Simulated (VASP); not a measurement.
Output of a VASP run:

**OSZICAR**
```
...
DAV:   3    -0.198453758952E+02   -0.18080E+01   -0.17570E+01  3084   0.391E+01
DAV:   4    -0.198599120846E+02   -0.14536E-01   -0.14489E-01  3028   0.335E+00
DAV:   5    -0.198601512513E+02   -0.23917E-03   -0.23916E-03  3084   0.447E-01    0.172E+01
DAV:   6    -0.186855817701E+02    0.11746E+01   -0.21902E+00  2896   0.155E+01    0.531E+00
DAV:   7    -0.185164302277E+02    0.16915E+00   -0.40515E-01  3076   0.638E+00    0.660E-01
DAV:   8    -0.185060227579E+02    0.10407E-01   -0.42019E-03  2912   0.597E-01    0.423E-01
DAV:   9    -0.184997851360E+02    0.62376E-02   -0.22255E-03  2900   0.437E-01    0.427E-02
DAV:  10    -0.184997925507E+02   -0.74147E-05   -0.50646E-05  3152   0.738E-02    0.961E-03
DAV:  11    -0.184997838064E+02    0.87443E-05   -0.17985E-06  1780   0.150E-02    0.189E-03
DAV:  12    -0.184997833347E+02    0.47166E-06   -0.27749E-07  1476   0.507E-03
   1 F= -.18499783E+02 E0= -.18499319E+02  d E =-.184998E+02
       N       E                     dE             d eps       ncg     rms          rms(c)
DAV:   1    -0.185158074815E+02   -0.16024E-01   -0.54726E-01  2908   0.789E+00    0.120E+00
DAV:   2    -0.184989473757E+02    0.16860E-01   -0.32679E-02  2912   0.192E+00    0.325E-01
DAV:   3    -0.184972713382E+02    0.16760E-02   -0.43571E-03  3008   0.636E-01    0.646E-02
DAV:   4    -0.184972059265E+02    0.65412E-04   -0.22816E-04  2892   0.141E-01    0.211E-02
DAV:   5    -0.184972095419E+02   -0.36154E-05   -0.14995E-05  3164   0.329E-02    0.645E-03
DAV:   6    -0.184972093931E+02    0.14888E-06   -0.37022E-06  2656   0.204E-02
   2 F= -.18497209E+02 E0= -.18496764E+02  d E =0.257394E-02
       N       E                     dE             d eps       ncg     rms          rms(c)
DAV:   1    -0.185096763027E+02   -0.12467E-01   -0.27610E-01  2908   0.560E+00    0.883E-01
DAV:   2    -0.185011093050E+02    0.85670E-02   -0.16514E-02  2912   0.136E+00    0.221E-01
DAV:   3    -0.185003026112E+02    0.80669E-03   -0.21245E-03  3020   0.444E-01    0.447E-02
DAV:   4    -0.185002970644E+02    0.55468E-05   -0.97427E-05  2892   0.890E-02    0.123E-02
DAV:   5    -0.185003035317E+02   -0.64672E-05   -0.50184E-06  3112   0.171E-02    0.322E-03
DAV:   6    -0.185003037934E+02   -0.26178E-06   -0.73033E-07  1440   0.922E-03
   3 F= -.18500304E+02 E0= -.18499841E+02  d E =-.520459E-03
       N       E                     dE             d eps       ncg     rms          rms(c)
DAV:   1    -0.185006350372E+02   -0.33151E-03   -0.19087E-02  2912   0.118E+00    0.106E-01
DAV:   2    -0.185003909483E+02    0.24409E-03   -0.24413E-04  3124   0.166E-01    0.429E-02
DAV:   3    -0.185003283420E+02    0.62606E-04   -0.88825E-05  2928   0.835E-02    0.825E-03
DAV:   4    -0.185003270774E+02    0.12646E-05   -0.42242E-06  2928   0.214E-02    0.228E-03
DAV:   5    -0.185003269708E+02    0.10667E-06   -0.12864E-07  1440   0.348E-03
   4 F= -.18500327E+02 E0= -.18499886E+02  d E =-.231773E-04
       N       E                     dE             d eps       ncg     rms          rms(c)
DAV:   1    -0.185004265625E+02   -0.99485E-04   -0.38224E-03  2912   0.530E-01    0.477E-02
DAV:   2    -0.185003761579E+02    0.50405E-04   -0.49286E-05  3124   0.749E-02    0.192E-02
DAV:   3    -0.185003627096E+02    0.13448E-04   -0.17884E-05  2928   0.375E-02    0.371E-03
DAV:   4    -0.185003621805E+02    0.52909E-06   -0.80303E-07  1440   0.961E-03
   5 F= -.18500362E+02 E0= -.18499911E+02  d E =-.583871E-04
```

File OUTCAR:
```
------------------------ aborting loop because EDIFF is reached ----------------------------------------
  FORCE on cell =-STRESS in cart. coord.  units (eV):
  Direction    XX          YY          ZZ          XY          YZ          ZX
  --------------------------------------------------------------------------------------
  Total        0.0048548      0.0048548      0.0043203      0.0000000      0.0000000      0.0000000
  in kB        0.2846632      0.2846633      0.2533203      0.0000000      0.0000000      0.0000000
  external PRESSURE =       0.2742156 kB  Pullay stress =       0.0000000 kB
  volume of cell :       27.32
      direct lattice vectors                 reciprocal lattice vectors
     1.358005113 -2.352134010  0.000000000     0.368187126 -0.212572922 -0.000000000
     1.358005113  2.352134010  0.000000000     0.368187126  0.212572922  0.000000000
     0.000000000 -0.000000000  4.277201057    -0.000000000  0.000000000  0.233797754
 POSITION                                       TOTAL-FORCE (eV/Angst)
 -----------------------------------------------------------------------------------
      1.35801      0.78405      1.06930        -0.000000     -0.000000      0.000000
      1.35801     -0.78405      3.20790         0.000000      0.000000      0.000000
 -----------------------------------------------------------------------------------
    total drift:                                0.000000      0.000020     -0.000025
  FREE ENERGIE OF THE ION-ELECTRON SYSTEM (eV)
  ---------------------------------------------------
  free  energy   TOTEN  =       -18.5003621805 eV

  energy  without entropy=      -18.4990071503  energy(sigma->0) =      -18.49991050

 reached required accuracy - stopping structural energy minimisation
```
(Selected blocks of OUTCAR.)

File POSCAR:
```
Ru
1
    1.3550000000    -2.3469290000     0.0000000000
    1.3550000000     2.3469290000     0.0000000000
    0.0000000000     0.0000000000     4.2800000000
Ru
2
Direct
  0.3333330000   0.6666670000   0.2500000000
  0.6666670000   0.3333330000   0.7500000000
```

Q: Reconstruct the remaining input files.

A: This is not unique; one that fits is the input of the run itself, PBE GGA, plane waves, VASP's PBE PAW potentials (set 64).

### KPOINTS
```
Automatic mesh
0
Gamma
14 14 8
0 0 0
```

**INCAR**
```
ALGO = Normal
EDIFF = 1E-6
EDIFFG = -0.01
ENCUT = 480
GGA = PE
IBRION = 2
ISIF = 3
ISMEAR = 1
LASPH = .True.
LCHARG = .False.
LMAXMIX = 4
LREAL = .False.
LWAVE = .False.
NELM = 100
NSW = 60
PREC = Accurate
SIGMA = 0.1
SYSTEM = Ru
```

POTCAR, in this order: Ru (PBE.64 set). Program: vasp_std.

The compound is Ru in the hcp structure. This run relaxes it. Symmetry was kept, so distortions that lower it aren't found.
